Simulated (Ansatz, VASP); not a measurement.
## Nb: VASP beside Ansatz

Wanted: the spread between two codes on one cell, functional and k mesh.

Calculated with Ansatz 0.2.0; plane waves, with VASP 6.6.1 beside it; single point at PBEsol.

## 1. Set-up

Symmetry: Im-3m, No. 229, cubic system. The conventional cell has a = 3.269 Å, b = 3.269 Å, c = 3.269 Å, α = 90.00°, β = 90.00°, γ = 90.00°. Nearest to Nb lie 8 Nb at 2.83 Å.

Structure file:

```xyz
1
Lattice="-1.6343 1.6343 1.6343 1.6343 -1.6343 1.6343 1.6343 1.6343 -1.6343" Properties=species:S:1:pos:R:3 pbc="T T T"
Nb    0.0000    0.0000    0.0000
```

## 2. VASP: single point, PBEsol

A single point gives forces, pressure and levels at one fixed geometry, so differences don't come from the geometry; what else differs is listed under the comparison.

Lines of VASP's logs that name or quote its potential files are left out, and so is its time.

INCAR

```
SYSTEM = Nb
PREC = Accurate
ENCUT = 450
EDIFF = 1E-08
NELM = 100
ISMEAR = -1
SIGMA = 0.15
LREAL = .FALSE.
ALGO = Normal
GGA = PS
NBANDS = 14
LASPH = .TRUE.
LORBIT = 11
LWAVE = .FALSE.
LCHARG = .FALSE.
KPAR = 2
ISIF = 2
```

POSCAR

```
Nb
1.0
   -1.6342859560      1.6342859560      1.6342859560
    1.6342859560     -1.6342859560      1.6342859560
    1.6342859560      1.6342859560     -1.6342859560
Nb
1
Direct
    0.0000000000      0.0000000000      0.0000000000
```

KPOINTS

```
Automatic mesh
0
Gamma
32 32 32
0 0 0
```

Potentials, in the order of the species: Nb_sv (PBE family, release 64).

On the command line:

```
mpirun -np 2 vasp_std
```

Numbers of over 12 decimals in the logs are rounded to 6 here.

Log:

```text
[banner, memory and clock lines left out]
running    2 mpi-ranks, on    1 nodes
 distrk:  each k-point on    1 cores,    2 groups
 distr:  one band on    1 cores,    1 groups

 POSCAR found type information on POSCAR Nb
 POSCAR found :  1 types and       1 ions
|                                                                             |
|               ----> ADVICE to this user running VASP <----                  |
|                                                                             |
|     You enforced a specific xc type in the INCAR file but a different       |
|     [... a line on the potential file left out ...]
|     I HOPE YOU KNOW WHAT YOU ARE DOING!                                     |
|                                                                             |

 LDA part: xc-table for (Slater+PW92), standard interpolation
 POSCAR, INCAR and KPOINTS ok, starting setup
 FFT: planning ... GRIDC
 FFT: planning ... GRID_SOFT
 FFT: planning ... GRID
 WAVECAR not read
 entering main loop
       N       E                     dE             d eps       ncg     rms          rms(c)
DAV:   1     0.105352033713E+03    0.10535E+03   -0.65348E+03 25328   0.834E+02
DAV:   2    -0.801834823199E+01   -0.11337E+03   -0.10828E+03 28716   0.318E+02
DAV:   3    -0.113182955222E+02   -0.32999E+01   -0.32173E+01 35960   0.496E+01
DAV:   4    -0.114628543219E+02   -0.14456E+00   -0.14428E+00 31650   0.931E+00
DAV:   5    -0.114677898249E+02   -0.49355E-02   -0.49346E-02 36632   0.142E+00    0.785E+00
DAV:   6    -0.110509260816E+02    0.41686E+00   -0.47120E-01 38418   0.825E+00    0.276E+00
DAV:   7    -0.109988825686E+02    0.52044E-01   -0.14678E-01 41998   0.444E+00    0.938E-01
DAV:   8    -0.110029309993E+02   -0.40484E-02   -0.12072E-02 26334   0.121E+00    0.510E-02
DAV:   9    -0.110029709172E+02   -0.39918E-04   -0.81170E-04 40168   0.239E-01    0.348E-02
DAV:  10    -0.110029832941E+02   -0.12377E-04   -0.18290E-05 27518   0.438E-02    0.140E-02
DAV:  11    -0.110029783806E+02    0.49135E-05   -0.46492E-06 30550   0.306E-02    0.275E-03
DAV:  12    -0.110029782532E+02    0.12743E-06   -0.16219E-07 35438   0.423E-03    0.860E-04
DAV:  13    -0.110029781625E+02    0.90663E-07   -0.95617E-09 20254   0.142E-03    0.207E-04
DAV:  14    -0.110029781640E+02   -0.14356E-08   -0.13552E-09 14694   0.364E-04
   1 F= -.11002978E+02 E0= -.10953976E+02  d E =-.980047E-01
```

Parts of OUTCAR (step 2):

```text
ion  position               nearest neighbor table
   1  0.000  0.000  0.000-

  LATTYP: Found a body centered cubic cell.
 ALAT       =     3.2685719120

 Subroutine GETGRP returns: Found 48 space group operations
 (whereof 48 operations were pure point group operations)

The static configuration has the point symmetry O_h .

 Found    897 irreducible k-points:

   k-points           NKPTS =    897   k-points in BZ     NKDIM =    897   number of bands    NBANDS=     14

   dimension x,y,z NGX =    20 NGY =   20 NGZ =   20
   dimension x,y,z NGXF=    40 NGYF=   40 NGZF=   40

   ENCUT  =  450.0 eV  33.07 Ry    5.75 a.u.   4.90  4.90  4.90*2*pi/ulx,y,z

   NELECT =      13.0000    total number of electrons

 k-points in reciprocal lattice and weights: Automatic mesh
   0.00000000  0.00000000  0.00000000       0.000
   0.03125000  0.00000000  0.00000000       0.000
   0.06250000  0.00000000  0.00000000       0.000
   0.09375000  0.00000000  0.00000000       0.000
   0.12500000  0.00000000  0.00000000       0.000
   0.15625000  0.00000000  0.00000000       0.000
   0.18750000  0.00000000  0.00000000       0.000
   0.21875000  0.00000000  0.00000000       0.000
   0.25000000  0.00000000  0.00000000       0.000
[...]
0.50000000  0.50000000  0.46875000       0.000
   0.50000000  0.50000000  0.50000000       0.000

 average (electrostatic) potential at core
       1 -76.0867

 E-fermi :  11.5233

 k-point     1 :       0.0000    0.0000    0.0000
  band No.  band energies     occupation
      1     -42.7396      2.00000
      2     -17.9864      2.00000
      3     -17.9864      2.00000
      4     -17.9864      2.00000
      5       5.4631      2.00000
      6      11.8448      0.20993
      7      11.8448      0.20993
      8      11.8448      0.20993
      9      14.8587      0.00000
     10      14.8587      0.00000
    ...

 k-point     2 :       0.0313    0.0000    0.0000
  band No.  band energies     occupation
      1     -42.7369      2.00000
      2     -18.0023      2.00000
      3     -17.9912      2.00000
      4     -17.9866      2.00000
      5       5.5054      2.00000
      6      11.8177      0.24641
      7      11.8391      0.21720
      8      11.8850      0.16461
      9      14.8141      0.00000
     10      14.8582      0.00000
    ...

 k-point     3 :       0.0625    0.0000    0.0000
  band No.  band energies     occupation
      1     -42.7292      2.00000
      2     -18.0488      2.00000
      3     -18.0052      2.00000
      4     -17.9870      2.00000
      5       5.6311      2.00000
      6      11.7393      0.38302
      7      11.8196      0.24359
      8      12.0061      0.07696
      9      14.6942      0.00000
     10      14.8582      0.00000
    ...

  Total        0.0445694      0.0445694      0.0445694      0.0000000      0.0000000      0.0000000
  in kB        4.0898072      4.0898072      4.0898072      0.0000000      0.0000000      0.0000000
  external PRESSURE =       4.0898072 kB  Pullay stress =       0.0000000 kB

  energy-cutoff  :      450.00
  volume of cell :       17.46
      direct lattice vectors                 reciprocal lattice vectors
    -1.634285956  1.634285956  1.634285956     0.000000000  0.305944011  0.305944011
     1.634285956 -1.634285956  1.634285956     0.305944011  0.000000000  0.305944011
     1.634285956  1.634285956 -1.634285956     0.305944011  0.305944011  0.000000000

 POSITION                                       TOTAL-FORCE (eV/Angst)
 -----------------------------------------------------------------------------------
      0.00000      0.00000      0.00000         0.000000      0.000000     -0.000000
 -----------------------------------------------------------------------------------
    total drift:                                0.000000     -0.000000     -0.000000

  FREE ENERGIE OF THE ION-ELECTRON SYSTEM (eV)
  ---------------------------------------------------
  free  energy   TOTEN  =       -11.0029781640 eV

  energy  without entropy=      -10.9049734210  energy(sigma->0) =      -10.95397579

 total charge
# of ion       s       p       d       tot
------------------------------------------
    1        2.227   5.999   2.550  10.776

[... 3 further parts left out ...]
```

This run has no spin polarisation. Its electron count is odd, so without a moment it is a metal by construction.

## 3. Ansatz: single point, PBEsol

Ansatz runs on its default PAW (the set named soft_2) files.

The same cell, functional, mesh and smearing now go to Ansatz, which takes its cutoff from its data sets.

input.yaml

```yaml
crystal:
  lattice:
    - [-1.634285956, 1.634285956, 1.634285956]
    - [1.634285956, -1.634285956, 1.634285956]
    - [1.634285956, 1.634285956, -1.634285956]
  atoms:
    - { symbol: Nb, position: [0.0, 0.0, 0.0] }
hamiltonian:
  xc: pbesol
  pseudopotentials: { kind: paw }
kpoints:
  mp_grid: { grid: [32, 32, 32] }
scf:
  occupations: { method: fermi_dirac, width: 0.15 }
  n_extra_bands: 4
output:
  forces: true
  stress: true
  eigenvalues: true
```

On the command line:

```
ansatz run input.yaml --threads 2 --pin off --max-ram 4608MiB --backend cpu --events-out ev --progress --plain --runs-dir out
```

Log:

```text
scf.n_extra_bands = 4 over 7 filled bands (N_el = 13.0): the run solves 11 bands
Engine: ansatz 0.2.0, aarch64-unknown-linux-gnu
Pseudopotentials: kind: paw
Pseudopotential: Nb, paw, valence charge 13, recommended cutoff 420 eV (normal), Nb.paw.azcp
Functional definition: PBEsol
  exchange = pbesol_x
  correlation = pbesol_c
Crystal: 1 atoms, lattice volume = 17.460 Å³
Basis set: ecut = 420 eV, 321 PW (Γ), exchange–correlation on 40×40×40 points (8 copies of the dense FFT grid, shifted against one another)
Bands: 11, of which v1, the nominal top of the filled ones, is band 7 counted from 1 (6 counted from 0)
Symmetry: 48 space group operations
Space group: Im-3m (ITA 229), of the structure as read, at distance tolerance 2.6e-5 Å
k-points: 897 of 32768
Non-local potential: Nb, projectors of the file, l = 0: 3, l = 1: 2, l = 2: 2, l = 3: 1
PAW form: soft (Blöchl's): semilocal exchange-correlation on the pseudo side does not see the compensation charge
PAW frozen core: Nb, regenerated for the run's functional, and the local potential with it (the file was generated under x = pbe(κ = 0.804, μ = 0.219515), c = pbe(β = 0.066725))
PAW one-centre angular grid: Nb, 590 points (default); XC on 64 Gauss nodes
Initial density: superposition of atomic densities (neutral atoms: chi_scale 0, normalization atom), corrected by the library's trained network
Initial wavefunctions: pseudopotential atomic-orbital guess
Functional: x = pbesol(κ = 0.804, μ = 0.123457), c = pbesol(β = 0.046)
SCF iter   1: F=—  HF=-4495.507141 eV  |F-HF|=—  |Δ(HF+E_count)|=         —  Δρ=5.86e-3  dr2=4.95e-3  ethr=1.77e-3  ⟨swp⟩=5.0  Hψ=55529  notcnv=0
preconditioner: auto → none  [metal: Δε(μ)=0.002 eV  Ē_g=7.883 eV  σ=0.150 eV  W_gap=0.00  n_scr=0 (ndim 8)  ℏωp=19.9 eV  f_vac=0.000  D(μ)=1.35/eV (n_scr^D=12)]
SCF iter   2: F=—  HF=-4495.505341 eV  |F-HF|=—  |Δ(HF+E_count)|=   1.80e-3  Δρ=1.93e-3  dr2=2.32e-4  ethr=3.81e-5  ⟨swp⟩=2.2  Hψ=21357  notcnv=0
SCF iter   3: F=—  HF=-4495.505302 eV  |F-HF|=—  |Δ(HF+E_count)|=   3.85e-5  Δρ=6.86e-4  dr2=2.75e-5  ethr=1.78e-6  ⟨swp⟩=1.0  Hψ=9855  notcnv=0
SCF iter   4: F=—  HF=-4495.505300 eV  |F-HF|=—  |Δ(HF+E_count)|=   2.51e-6  Δρ=3.19e-5  dr2=6.77e-8  ethr=2.12e-7  ⟨swp⟩=1.0  Hψ=9886  notcnv=0
iter 5 did not close the SCF: its close was put off for the readings that it lacked (scf_convergence_deferred on its scf_iter line)
SCF iter   5: F=-4495.505300 eV  HF=-4495.505300 eV  |F-HF|=6.62e-10  |Δ(HF+E_count)|=   8.18e-8  Δρ=4.61e-6  dr2=1.20e-9  ethr=5.21e-10  ⟨swp⟩=2.1  Hψ=15728  notcnv=0
SCF iter   6: F=-4495.505300 eV  HF=-4495.505300 eV  |F-HF|=1.82e-12  |Δ(HF+E_count)|=  4.08e-10  Δρ=1.96e-7  dr2=2.42e-12  ethr=9.20e-12  ⟨swp⟩=1.2  Hψ=29600  notcnv=0
SCF 1 converged in 6 iterations: F = -4495.505300 eV  dr2 = 2.42e-12
  greatest PAW one-centre occupation: 0.998 electrons in one spin orbital (limit 2), on the Nb atom at site 0 (counted from 0), in its partial waves of l = 0
SCF converged after 6 iterations
Free energy (F): -4495.505300 eV
Harris-Foulkes:  -4495.505300 eV  (|F-HF|=1.82e-12)
Internal energy: -4495.407317 eV  (E = F + TS)
E sigma→0 (E₀):  -4495.456309 eV
Entropy (-TS):   -0.097983 eV (-97.983 meV/atom)
Fermi energy:    18.328084 eV
--- Per-component energies (eV) ---
  E_band       = -59.893513
  E_kinetic    = 396.313163
  E_local      = -676.515248  (includes V_loc(G=0)·N_el)
  E_nonlocal   = 121.868821
  E_hartree    = 210.321472
  E_xc         = -174.917007
  E_vxc        = -213.086162  (∫ρ·V_xc dr)
  E_paw        = -3017.913427  (= ΣΔE_a)
  E_vpaw       = -109.117028  (= ΣTr[D̂ρ^β])
  E_aug_tail   = 0.000006  (compensation charges beyond the density's cutoff)
  E_ewald      = -1354.753807
  E_core_change = 0.188709  (= ΣΔE_core)
  E_smearing   = -0.097983  (= −TS)
  E_closure    = 0.000000  (closes the sum)
  Σ components = -4495.505300   (vs F -4495.505300, Δ=0.00e0)
--- Forces (eV/Å), atoms counted from 1 ---
  atom   1  Nb    -0.00000000     0.00000000    -0.00000000
  max |Σ_I F_I| component: 6.06e-32 eV/Å
--- Stress (GPa, compression-positive) ---
        1.017146       0.000000      -0.000000
       -0.000000       1.017146      -0.000000
       -0.000000       0.000000       1.017146
  P = ⅓ Tr σ = 1.0171 GPa (10.171 kbar)
--- Band table (eV; the first three rows and the last of 897) ---
  k-point 0: bands = [... 3 lower, -11.1723, 12.2981, 18.6438, 18.6438, 18.6438, 21.6573, 21.6573, 32.4899]
  k-point 1: bands = [... 3 lower, -11.1725, 12.3405, 18.6170, 18.6383, 18.6844, 21.6128, 21.6570, 32.5261]
  k-point 2: bands = [... 3 lower, -11.1729, 12.4659, 18.5388, 18.6190, 18.8055, 21.4929, 21.6570, 32.6305]
  k-point 896: bands = [... 3 lower, -12.1998, 14.3659, 14.3659, 24.1467, 24.1467, 24.1467, 27.5974, 27.5974]
```

Run time: 4.6 s. Hardware: 2 threads of Arm Neoverse V1, shared host; peak memory 0.44 GiB; 8.9 s of CPU time.

The column dr2 measures how far the density is from self-consistency, as an energy; F and HF (Harris–Foulkes) agree once it is small.

The run ends at a pressure of 1.02 GPa.

## 4. Differences

Known differences besides the potentials themselves: the cutoff is 420 eV in Ansatz and 450 eV in VASP; Ansatz makes its cores anew for this functional, VASP keeps those of its PBE data sets. Total energies have different zeros and are not compared.

Both answers:

| quantity | Ansatz | VASP | difference |
| --- | --- | --- | --- |
| pressure (GPa) | 1.02 | 0.41 | +0.61 |

## 5. What came out

```yaml
difference_in_pressure_single_point_pbesol: 0.61 GPa
```

**Reading.** The difference in pressure is 0.61 GPa (single point, PBEsol), within the 1 GPa picked in this series as the mark of a large difference. How closely two codes agree says nothing of how well the functional describes the real material.

[Lines on the potential files, build, host, timing and source positions are cut from VASP's logs without a mark.]

[Logs are printed without paths, hosts, clocks, repeated set-up lines and the standing remarks that a program may print on its own settings, such as how far it seeks lower states.]

[Hosts, paths, dates, database ids (printed as entryN), source tags and the programs' standing remarks are cut or masked in the printed files.]
